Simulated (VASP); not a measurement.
Output of a VASP run:

OSZICAR:
```
...
DAV:   7    -0.419799605355E+02   -0.12944E-04   -0.62395E-06   320   0.132E-02    0.552E-03
DAV:   8    -0.419799741292E+02   -0.13594E-04   -0.64289E-06   342   0.860E-03    0.273E-03
DAV:   9    -0.419799841372E+02   -0.10008E-04   -0.21270E-06   330   0.527E-03    0.142E-03
DAV:  10    -0.419799900071E+02   -0.58698E-05   -0.13939E-06   338   0.297E-03
   3 F= -.41979990E+02 E0= -.41979990E+02  d E =-.152440E-01
       N       E                     dE             d eps       ncg     rms          rms(c)
DAV:   1    -0.419799338963E+02    0.50241E-04   -0.78805E-02   456   0.107E+00    0.143E-01
DAV:   2    -0.419801343714E+02   -0.20048E-03   -0.28910E-03   518   0.242E-01    0.539E-02
DAV:   3    -0.419801205608E+02    0.13811E-04   -0.11916E-04   648   0.404E-02    0.347E-02
DAV:   4    -0.419801135792E+02    0.69816E-05   -0.38775E-05   432   0.243E-02
   4 F= -.41980114E+02 E0= -.41980114E+02  d E =-.153675E-01
       N       E                     dE             d eps       ncg     rms          rms(c)
DAV:   1    -0.419807425465E+02   -0.62199E-03   -0.11264E-01   456   0.924E-01    0.185E-01
DAV:   2    -0.419811432634E+02   -0.40072E-03   -0.49742E-03   512   0.243E-01    0.795E-02
DAV:   3    -0.419811119765E+02    0.31287E-04   -0.13361E-04   488   0.425E-02    0.547E-02
DAV:   4    -0.419810876419E+02    0.24335E-04   -0.15093E-04   456   0.500E-02    0.280E-02
DAV:   5    -0.419810905629E+02   -0.29209E-05   -0.28963E-05   424   0.191E-02
   5 F= -.41981091E+02 E0= -.41981091E+02  d E =-.976984E-03
       N       E                     dE             d eps       ncg     rms          rms(c)
DAV:   1    -0.419791176168E+02    0.19700E-02   -0.10151E+00   456   0.278E+00    0.564E-01
DAV:   2    -0.419827476567E+02   -0.36300E-02   -0.45316E-02   512   0.738E-01    0.248E-01
DAV:   3    -0.419824560291E+02    0.29163E-03   -0.12365E-03   600   0.130E-01    0.172E-01
DAV:   4    -0.419822081512E+02    0.24788E-03   -0.10913E-03   520   0.136E-01    0.918E-02
DAV:   5    -0.419822275761E+02   -0.19425E-04   -0.23407E-04   536   0.525E-02    0.265E-02
DAV:   6    -0.419822230901E+02    0.44860E-05   -0.19848E-05   410   0.164E-02
   6 F= -.41982223E+02 E0= -.41982223E+02  d E =-.210951E-02
       N       E                     dE             d eps       ncg     rms          rms(c)
DAV:   1    -0.419822605337E+02   -0.32958E-04   -0.29997E-01   462   0.208E+00    0.198E-01
DAV:   2    -0.419830392611E+02   -0.77873E-03   -0.97364E-03   498   0.436E-01    0.934E-02
DAV:   3    -0.419830495236E+02   -0.10263E-04   -0.43903E-04   686   0.741E-02    0.576E-02
DAV:   4    -0.419830372932E+02    0.12230E-04   -0.46315E-05   426   0.259E-02    0.380E-02
DAV:   5    -0.419830380604E+02   -0.76719E-06   -0.24267E-05   386   0.187E-02
   7 F= -.41983038E+02 E0= -.41983038E+02  d E =-.814970E-03
       N       E                     dE             d eps       ncg     rms          rms(c)
DAV:   1    -0.419821909190E+02    0.84637E-03   -0.47286E-01   456   0.261E+00    0.256E-01
DAV:   2    -0.419834224614E+02   -0.12315E-02   -0.15493E-02   530   0.548E-01    0.113E-01
DAV:   3    -0.419834378353E+02   -0.15374E-04   -0.69770E-04   678   0.937E-02    0.678E-02
DAV:   4    -0.419834199037E+02    0.17932E-04   -0.70828E-05   408   0.319E-02    0.442E-02
DAV:   5    -0.419834210952E+02   -0.11915E-05   -0.35433E-05   414   0.224E-02
   8 F= -.41983421E+02 E0= -.41983421E+02  d E =-.119801E-02
```

### OUTCAR
```
------------------------ aborting loop because EDIFF is reached ----------------------------------------
  FORCE on cell =-STRESS in cart. coord.  units (eV):
  Direction    XX          YY          ZZ          XY          YZ          ZX
  --------------------------------------------------------------------------------------
  Total       -1.8688626     -1.8688626     -0.1889879      0.0000000     -0.0000000      0.0000000
  in kB       -5.3492766     -5.3492766     -0.5409431      0.0000000     -0.0000000      0.0000000
  external PRESSURE =      -3.7464988 kB  Pullay stress =       0.0000000 kB
  volume of cell :      559.75
      direct lattice vectors                 reciprocal lattice vectors
     4.498649524  0.000000000  0.000000000     0.222288932  0.000000000  0.000000000
     0.000000000  4.498649524  0.000000000     0.000000000  0.222288932  0.000000000
     0.000000000  0.000000000 27.658496787     0.000000000  0.000000000  0.036155255
 POSITION                                       TOTAL-FORCE (eV/Angst)
 -----------------------------------------------------------------------------------
      0.00000      2.24932      9.10485         0.000000     -0.000000      0.021398
      2.24932      4.49865     12.23452         0.000000     -0.000000     -0.002440
      0.00000      2.24932     15.42397         0.000000     -0.000000      0.002440
      2.24932      0.00000     18.55364         0.000000      0.000000     -0.021398
      0.00000      2.24932     12.20482        -0.000000     -0.000000      0.023760
      2.24932      4.49865      9.11537         0.000000      0.000000     -0.013700
      0.00000      2.24932     18.54313         0.000000     -0.000000      0.013700
      2.24932      4.49865     15.45367         0.000000      0.000000     -0.023760
 -----------------------------------------------------------------------------------
    total drift:                                0.000000      0.000000     -0.000000
  FREE ENERGIE OF THE ION-ELECTRON SYSTEM (eV)
  ---------------------------------------------------
  free  energy   TOTEN  =       -41.9834210952 eV

  energy  without entropy=      -41.9834210952  energy(sigma->0) =      -41.98342110

 reached required accuracy - stopping structural energy minimisation
```
(Selected blocks of OUTCAR.)

POSCAR:
```
BaS(100) slab
1
    4.4986495243    -0.0000000000    -0.0000000000
   -0.0000000000     4.4986495243     0.0000000000
    0.0000000000     0.0000000000    27.6584967872
Ba S
4 4
Direct
  0.0000000000   0.5000000000   0.3274840000
  0.5000000000   0.0000000000   0.4424950000
  0.0000000000   0.5000000000   0.5575050000
  0.5000000000   0.0000000000   0.6725160000
  0.0000000000   0.5000000000   0.4424950000
  0.5000000000   0.0000000000   0.3274840000
  0.0000000000   0.5000000000   0.6725160000
  0.5000000000   0.0000000000   0.5575050000
```

**Question.** Reconstruct the remaining input files.

**Answer.** Several could match; the one computed here: the input of the run itself, PBEsol GGA, plane waves, VASP's PBE PAW potentials (set 64).

**INCAR**
```
SYSTEM = BaS(100) slab
PREC = Normal
ENCUT = 400
EDIFF = 1E-5
NELM = 100
ALGO = Normal
LREAL = .FALSE.
LASPH = .TRUE.
ISMEAR = 0
SIGMA = 0.05
GGA = PS
LMAXMIX = 4
LWAVE = .TRUE.
LCHARG = .FALSE.
NELMIN = 4
LDIPOL = .TRUE.
IDIPOL = 3
DIPOL = 0.5 0.5 0.5
IBRION = 2
ISIF = 2
NSW = 50
EDIFFG = -0.03
```

KPOINTS:
```
Automatic mesh
0
Gamma
5 5 1
0 0 0
```

POTCAR, in this order: Ba_sv S (PBE.64 set). Program: vasp_std.

The cell is a thin slab with vacuum, built from BaS (rock salt): (100) face.
